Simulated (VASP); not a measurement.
ZrC:

```xyz
2
Lattice="0.0000 2.3502 2.3502 2.3502 0.0000 2.3502 2.3502 2.3502 0.0000" Properties=species:S:1:pos:R:3 pbc="T T T"
Zr    2.3502    2.3502    2.3502
C     0.0000    0.0000    0.0000
```

| Quantity | Value |
| --- | --- |
| Program | VASP 6.6.1 |
| Task | relaxation of cell and atoms |
| Functional | RPBE |
| Potentials or basis | VASP PAW PBE potentials, release 64 (Zr_sv, C) |
| Cutoff | 600 eV |
| k mesh | 16 × 16 × 16 |
| Occupations | gaussian, width 0.1 eV |
| Spin | no spin polarisation |

At the start: pressure 4.6 GPa; volume 12.98 Å³/atom.

Question: How do energy, volume and symmetry change on relaxing?

Answer: Over 3 steps the energy falls by 3.8 meV/atom and the volume is 13.26 Å³/atom (+2.1 %); space group Fm-3m (No. 225, to 0.05 Å).

Step by step:
```tsv
step	energy change (eV)	largest force (eV/Å)	pressure (GPa)	volume (Å³)
1	0.0000	0.0000	4.61	25.96
2	0.0108	0.0000	-6.51	27.39
3	-0.0077	0.0000	-0.03	26.51
```

Final structure:
```
CELL_PARAMETERS angstrom
0.00000 2.36667 2.36667
2.36667 0.00000 2.36667
2.36667 2.36667 0.00000
ATOMIC_POSITIONS crystal
Zr 0.50000 0.50000 0.50000
C 0.00000 0.00000 0.00000
```

Caveat: the PAW data sets were made with another functional, which shifts forces and pressure a little.
